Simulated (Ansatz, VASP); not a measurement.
# Cross-check of SiC between VASP and Ansatz, part 2 of 3

One calculation is typed for both programs; each brings its own data sets. How far apart do they land? The cell is taken from a series of runs on this material, whose earlier steps may have relaxed, scaled, displaced or heated it; both programs get it as it stands.

VASP 6.6.1 and Ansatz 0.2.0.

So far: The starting structure; VASP: zone-centre phonons, LDA.

### 2. VASP: zone-centre phonons, LDA (continued)

Level of this step: LDA; plane waves and PAW (C, Si) (VASP).

Parts of OUTCAR (step 2):

```text
ion  position               nearest neighbor table
   1  0.667  0.333  0.750-   7 1.83   7 1.83   7 1.83   5 1.84
   2  0.333  0.667  0.250-   8 1.83   8 1.83   8 1.83   6 1.84
   3  0.000  0.000  0.500-   6 1.84   6 1.84   6 1.84   7 1.84
   4  0.000  0.000  0.000-   5 1.84   5 1.84   5 1.84   8 1.84
   5  0.667  0.333  0.938-   4 1.84   4 1.84   4 1.84   1 1.84   7 3.00   7 3.00   7 3.00   8 3.00
                             8 3.00   8 3.00
   6  0.333  0.667  0.438-   3 1.84   3 1.84   3 1.84   2 1.84   8 3.00   8 3.00   8 3.00   7 3.00
                             7 3.00   7 3.00
   7  0.000  0.000  0.688-   1 1.83   1 1.83   1 1.83   3 1.84   5 3.00   5 3.00   5 3.00   6 3.00
                             6 3.00   6 3.00
   8  0.000  0.000  0.188-   2 1.83   2 1.83   2 1.83   4 1.84   6 3.00   6 3.00   6 3.00   5 3.00
                             5 3.00   5 3.00

  LATTYP: Found a hexagonal cell.
 ALAT       =     2.9964028817
 C/A-ratio  =     3.2724577003

 Subroutine GETGRP returns: Found 12 space group operations
 (whereof  6 operations were pure point group operations)

The static configuration has the point symmetry C_3v.
 The point group associated with its full space group is C_6v.

 Found     36 irreducible k-points:

   k-points           NKPTS =     36   k-points in BZ     NKDIM =     36   number of bands    NBANDS=     24

   dimension x,y,z NGX =    24 NGY =   24 NGZ =   80
   dimension x,y,z NGXF=    48 NGYF=   48 NGZF=  160

   ENCUT  =  600.0 eV  44.10 Ry    6.64 a.u.   5.98  5.98 19.58*2*pi/ulx,y,z

   NELECT =      32.0000    total number of electrons

 k-points in reciprocal lattice and weights: Automatic mesh
   0.00000000  0.00000000  0.00000000       0.003
   0.11111111 -0.00000000  0.00000000       0.019
   0.22222222  0.00000000  0.00000000       0.019
   0.33333333  0.00000000  0.00000000       0.019
   0.44444444  0.00000000  0.00000000       0.019
   0.11111111  0.11111111  0.00000000       0.019
   0.22222222  0.11111111  0.00000000       0.037
   0.33333333  0.11111111  0.00000000       0.037
   0.44444444  0.11111111  0.00000000       0.019
[...]
0.33333333  0.22222222  0.50000000       0.037
   0.33333333  0.33333333  0.50000000       0.006

 average (electrostatic) potential at core
       1 -47.8063       2 -47.8063       3 -47.8712       4 -47.8712       5 -80.7956
       6 -80.7956       7 -80.7470       8 -80.7470

   1 f  =   29.559261 THz   185.726317 2PiTHz  985.990831 cm-1   122.247228 meV
             X         Y         Z           dx          dy          dz
      1.498201  0.864987  7.352402    -0.000000    0.000000    0.193589
     -0.000000  1.729974  2.449601    -0.000000   -0.000000   -0.193589
      0.000000  0.000000  4.907084    -0.000000    0.000000    0.587482
      0.000000  0.000000  0.004283    -0.000000   -0.000000   -0.587482
      1.498201  0.864987  9.195732     0.000000   -0.000000    0.148783
     -0.000000  1.729974  4.292931     0.000000   -0.000000   -0.148783
      0.000000  0.000000  6.745684     0.000000   -0.000000   -0.308630
      0.000000  0.000000  1.842883     0.000000    0.000000    0.308630

   2 f  =   29.292292 THz   184.048896 2PiTHz  977.085674 cm-1   121.143129 meV
             X         Y         Z           dx          dy          dz
      1.498201  0.864987  7.352402    -0.000000    0.000000   -0.585546
     -0.000000  1.729974  2.449601     0.000000    0.000000    0.585546
      0.000000  0.000000  4.907084    -0.000000    0.000000    0.194979
      0.000000  0.000000  0.004283    -0.000000    0.000000   -0.194979
      1.498201  0.864987  9.195732     0.000000   -0.000000    0.309371
     -0.000000  1.729974  4.292931     0.000000   -0.000000   -0.309371
      0.000000  0.000000  6.745684     0.000000   -0.000000    0.152999
      0.000000  0.000000  1.842883    -0.000000   -0.000000   -0.152999

   3 f  =   27.079441 THz   170.145145 2PiTHz  903.272922 cm-1   111.991519 meV
             X         Y         Z           dx          dy          dz
      1.498201  0.864987  7.352402    -0.000000    0.000000   -0.481936
     -0.000000  1.729974  2.449601     0.000000   -0.000000   -0.481936
      0.000000  0.000000  4.907084    -0.000000   -0.000000    0.514648
      0.000000  0.000000  0.004283    -0.000000   -0.000000    0.514648
      1.498201  0.864987  9.195732     0.000000    0.000000    0.025656
     -0.000000  1.729974  4.292931     0.000000    0.000000    0.025656
      0.000000  0.000000  6.745684     0.000000   -0.000000   -0.047082
      0.000000  0.000000  1.842883    -0.000000    0.000000   -0.047082

   4 f  =   25.722985 THz   161.622281 2PiTHz  858.026422 cm-1   106.381670 meV
             X         Y         Z           dx          dy          dz
      1.498201  0.864987  7.352402    -0.122946   -0.405613   -0.000000
     -0.000000  1.729974  2.449601    -0.122946   -0.405613   -0.000000
      0.000000  0.000000  4.907084    -0.119809   -0.395267   -0.000000
      0.000000  0.000000  0.004283    -0.119809   -0.395267   -0.000000
      1.498201  0.864987  9.195732     0.078112    0.257702    0.000000
     -0.000000  1.729974  4.292931     0.078112    0.257702    0.000000
      0.000000  0.000000  6.745684     0.080629    0.266006    0.000000
      0.000000  0.000000  1.842883     0.080629    0.266006    0.000000

   5 f  =   25.722985 THz   161.622281 2PiTHz  858.026422 cm-1   106.381670 meV
             X         Y         Z           dx          dy          dz
      1.498201  0.864987  7.352402     0.405613   -0.122946   -0.000000
     -0.000000  1.729974  2.449601     0.405613   -0.122946   -0.000000
      0.000000  0.000000  4.907084     0.395267   -0.119809    0.000000
      0.000000  0.000000  0.004283     0.395267   -0.119809   -0.000000
      1.498201  0.864987  9.195732    -0.257702    0.078112    0.000000
     -0.000000  1.729974  4.292931    -0.257702    0.078112    0.000000
      0.000000  0.000000  6.745684    -0.266006    0.080629    0.000000
      0.000000  0.000000  1.842883    -0.266006    0.080629    0.000000

   6 f  =   25.486897 THz   160.138897 2PiTHz  850.151376 cm-1   105.405289 meV
             X         Y         Z           dx          dy          dz
      1.498201  0.864987  7.352402     0.147531    0.486743    0.000000
     -0.000000  1.729974  2.449601    -0.147531   -0.486743    0.000000
      0.000000  0.000000  4.907084    -0.093307   -0.307842    0.000000
      0.000000  0.000000  0.004283     0.093307    0.307842    0.000000
      1.498201  0.864987  9.195732    -0.065776   -0.217010   -0.000000
     -0.000000  1.729974  4.292931     0.065776    0.217010   -0.000000
      0.000000  0.000000  6.745684    -0.085274   -0.281339   -0.000000
      0.000000  0.000000  1.842883     0.085274    0.281339   -0.000000

   7 f  =   25.486897 THz   160.138897 2PiTHz  850.151376 cm-1   105.405289 meV
             X         Y         Z           dx          dy          dz
      1.498201  0.864987  7.352402    -0.486743    0.147531   -0.000000
     -0.000000  1.729974  2.449601     0.486743   -0.147531   -0.000000
      0.000000  0.000000  4.907084     0.307842   -0.093307   -0.000000
      0.000000  0.000000  0.004283    -0.307842    0.093307   -0.000000
      1.498201  0.864987  9.195732     0.217010   -0.065776    0.000000
     -0.000000  1.729974  4.292931    -0.217010    0.065776    0.000000
      0.000000  0.000000  6.745684     0.281339   -0.085274    0.000000
      0.000000  0.000000  1.842883    -0.281339    0.085274    0.000000

   8 f  =   25.249611 THz   158.647983 2PiTHz  842.236354 cm-1   104.423952 meV
             X         Y         Z           dx          dy          dz
      1.498201  0.864987  7.352402     0.092492    0.305157    0.000000
     -0.000000  1.729974  2.449601    -0.092492   -0.305157    0.000000
      0.000000  0.000000  4.907084     0.147085    0.485274    0.000000
      0.000000  0.000000  0.004283    -0.147085   -0.485274    0.000000
      1.498201  0.864987  9.195732     0.085858    0.283269   -0.000000
     -0.000000  1.729974  4.292931    -0.085858   -0.283269   -0.000000
      0.000000  0.000000  6.745684    -0.067147   -0.221537   -0.000000
      0.000000  0.000000  1.842883     0.067147    0.221537   -0.000000

   9 f  =   25.249611 THz   158.647983 2PiTHz  842.236354 cm-1   104.423952 meV
             X         Y         Z           dx          dy          dz
      1.498201  0.864987  7.352402    -0.305157    0.092492   -0.000000
     -0.000000  1.729974  2.449601     0.305157   -0.092492   -0.000000
      0.000000  0.000000  4.907084    -0.485274    0.147085   -0.000000
      0.000000  0.000000  0.004283     0.485274   -0.147085   -0.000000
      1.498201  0.864987  9.195732    -0.283269    0.085858    0.000000
     -0.000000  1.729974  4.292931     0.283269   -0.085858    0.000000
      0.000000  0.000000  6.745684     0.221537   -0.067147    0.000000
      0.000000  0.000000  1.842883    -0.221537    0.067147    0.000000

  10 f  =   25.219767 THz   158.460468 2PiTHz  841.240867 cm-1   104.300528 meV
             X         Y         Z           dx          dy          dz
      1.498201  0.864987  7.352402    -0.000000   -0.000000    0.436873
     -0.000000  1.729974  2.449601     0.000000    0.000000    0.436873
      0.000000  0.000000  4.907084    -0.000000   -0.000000    0.399297
      0.000000  0.000000  0.004283     0.000000    0.000000    0.399297
      1.498201  0.864987  9.195732    -0.000000   -0.000000   -0.284498
     -0.000000  1.729974  4.292931     0.000000    0.000000   -0.284498
      0.000000  0.000000  6.745684     0.000000    0.000000   -0.262230
      0.000000  0.000000  1.842883    -0.000000   -0.000000   -0.262230

  11 f  =   25.119223 THz   157.828731 2PiTHz  837.887078 cm-1   103.884711 meV
             X         Y         Z           dx          dy          dz
      1.498201  0.864987  7.352402     0.122541    0.404278   -0.000000
     -0.000000  1.729974  2.449601     0.122541    0.404278   -0.000000
      0.000000  0.000000  4.907084    -0.125875   -0.415280   -0.000000
      0.000000  0.000000  0.004283    -0.125875   -0.415280   -0.000000
    [... 145 further lines ...]
      0.000000  0.000000  6.745684    -0.000000    0.000000    0.418475
      0.000000  0.000000  1.842883    -0.000000    0.000000    0.418475

 MACROSCOPIC STATIC DIELECTRIC TENSOR IONIC CONTRIBUTION
 ------------------------------------------------------
           3.130540     0.000000     0.000000
           0.000000     3.130540    -0.000000
           0.000000    -0.000000     3.499780
 ------------------------------------------------------

 ELASTIC MODULI CONTR FROM IONIC RELAXATION (kBar)
 Direction    XX          YY          ZZ          XY          YZ          ZX
 --------------------------------------------------------------------------------
 XX        -841.0405    430.3109    405.9739     -0.0000     -0.0000     -0.0000
 YY         430.3109   -841.0405    405.9739     -0.0000      0.0000      0.0000
 ZZ         405.9739    405.9739   -803.8806      0.0000     -0.0000      0.0000
 XY          -0.0000     -0.0000      0.0000   -635.6757     -0.0000      0.0000
 YZ          -0.0000      0.0000     -0.0000     -0.0000   -200.9785     -0.0000
 ZX          -0.0000      0.0000      0.0000      0.0000     -0.0000   -211.4110
 --------------------------------------------------------------------------------

 PIEZOELECTRIC TENSOR IONIC CONTR  for field in x, y, z        (C/m^2)
          XX          YY          ZZ          XY          YZ          ZX
  --------------------------------------------------------------------------------
  x     0.00000    -0.00000    -0.00000    -0.00000     0.00000     0.76462
  y     0.00000     0.00000     0.00000     0.00000     0.74533     0.00000
  z     0.79677     0.79677    -1.57700     0.00000    -0.00000     0.00000
```

(Continued in part 3 of 3.)

[Lines on the potential files, build, host, timing and source positions are cut from VASP's logs without a mark.]

[Logs are printed without paths, hosts, clocks, repeated set-up lines and the standing remarks that a program may print on its own settings, such as how far it seeks lower states.]

[Hosts, paths, dates, database ids (printed as entryN), source tags and the programs' standing remarks are cut or masked in the printed files.]
